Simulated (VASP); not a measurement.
Given:

```
Nb
1.0
   -1.65061     1.65061     1.65061
    1.65061    -1.65061     1.65061
    1.65061     1.65061    -1.65061
Nb
1
Direct
  0.00000   0.00000   0.00000
```

All values below come from PBEsol GGA, VASP's PBE PAW potentials (set 64) (plane waves; VASP). Numerical set-up: 400 eV cut-off, 14×14×14 Γ-centred mesh, first-order Methfessel-Paxton smearing of 0.10 eV, potentials Nb_sv.

Energy and stress use the plane-wave basis of the starting cell.

**Question.** The ions, cell shape and volume are relaxed. Predict the relaxed structure.

**Answer.** 
```
Nb
1.0
   -1.63326     1.63326     1.63326
    1.63326    -1.63326     1.63326
    1.63326     1.63326    -1.63326
Nb
1
Direct
  0.00000   0.00000   0.00000
```
Space group Im-3m (229), at a tolerance of 0.03 Å.

**Question.** How do energy and volume change from the first to the last step?

**Answer.** The energy (σ→0) changes by -9.7 meV/atom and the volume by -3.1 %, in 4 ionic steps.

The structure comes from a measured Nb entry (Im-3m) of the Crystallography Open Database, whose conditions weren't checked. This run relaxes it. Symmetry was kept, so distortions that lower it aren't found.
